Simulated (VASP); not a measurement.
Here is the system:

```yaml
crystal:
  lattice:
    - [0.00000, 2.69865, 2.69865]
    - [2.69865, 0.00000, 2.69865]
    - [2.69865, 2.69865, 0.00000]
  atoms:
    - { symbol: Ce, position: [0.00000, 0.00000, 0.00000] }
    - { symbol: O, position: [0.25000, 0.25000, 0.25000] }
    - { symbol: O, position: [0.75000, 0.75000, 0.75000] }
```

The numbers are results of PBEsol GGA, VASP's PBE PAW potentials (set 64) (plane waves; VASP), not measurements. Settings: 600 eV cut-off, 8×8×8 Γ-centred mesh, Gaussian smearing of 0.050 eV, potentials Ce O.

Question: Predict the energy per atom (σ→0).

Answer: 
```yaml
energy per atom (σ→0): -9.183 eV/atom
```

Total energies compare only between runs with the same potentials, cut-off and functional.

The compound is CeO2 in the fluorite structure. It was relaxed first. The run is not spin-polarised, so no magnetic state was tried.
